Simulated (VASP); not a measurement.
Computed with HSE06 screened hybrid, VASP's PBE PAW potentials (set 64) (plane waves; VASP).

VASP ran on this input.

**INCAR**
```
AEXX  =  0.25
ALGO  =  Normal
EDIFF  =  1E-6
ENCUT  =  520
GGA  =  PE
HFSCREEN  =  0.2
ISIF  =  2
ISMEAR  =  0
ISYM  =  3
LASPH  =  .TRUE.
LCHARG  =  .FALSE.
LHFCALC  =  .TRUE.
LMAXMIX  =  4
LREAL  =  .FALSE.
LWAVE  =  .FALSE.
NELM  =  60
PREC  =  Accurate
PRECFOCK  =  Fast
SIGMA  =  0.05
SYSTEM  =  AgCl
```

File POSCAR:
```
AgCl
3.8416830
  0.0000000000   0.7071067477   0.7071067477
  0.7071067477   0.0000000000   0.7071067477
  0.7071067477   0.7071067477   0.0000000000
Ag Cl
1 1
Cartesian
  0.0000000000   0.0000000000   0.0000000000
  0.7071067477   0.7071067477   0.7071067477
```

KPOINTS:
```
Automatic mesh
0
Gamma
6 6 6
0 0 0
```

POTCAR, in this order: Ag Cl (PBE.64 set). Program: vasp_std. Read from the step before: WAVECAR.

What does the run give for the energy per atom (σ→0), pressure, band gap (on the k-mesh)?

The energy per atom (σ→0) is -3.305 eV/atom and the band gap (on the k-mesh) comes out as 2.40 eV. The pressure is 4.75 GPa.

File OSZICAR:
```
...
DAV:   1    -0.661264264201E+01   -0.66126E+01   -0.44775E-01   421   0.828E+00    0.121E+00
DAV:   2    -0.661003774414E+01    0.26049E-02   -0.56921E-02   441   0.342E+00    0.959E-01
DAV:   3    -0.660924879624E+01    0.78895E-03   -0.84319E-03   471   0.123E+00    0.608E-01
DAV:   4    -0.660932508657E+01   -0.76290E-04   -0.56673E-04   436   0.239E-01    0.351E-01
DAV:   5    -0.660931121720E+01    0.13869E-04   -0.32076E-05   426   0.721E-02    0.205E-01
DAV:   6    -0.660931050062E+01    0.71657E-06   -0.14320E-05   436   0.346E-02    0.124E-01
DAV:   7    -0.660931027674E+01    0.22388E-06   -0.13945E-06   293   0.135E-02
   1 F= -.66093103E+01 E0= -.66093103E+01  d E =-.121192E-19
```

The compound is AgCl in the rock salt structure. This cell is one point of a volume scan, at 0.91 of the reference volume. The cell's shape comes from a PBE relaxation.
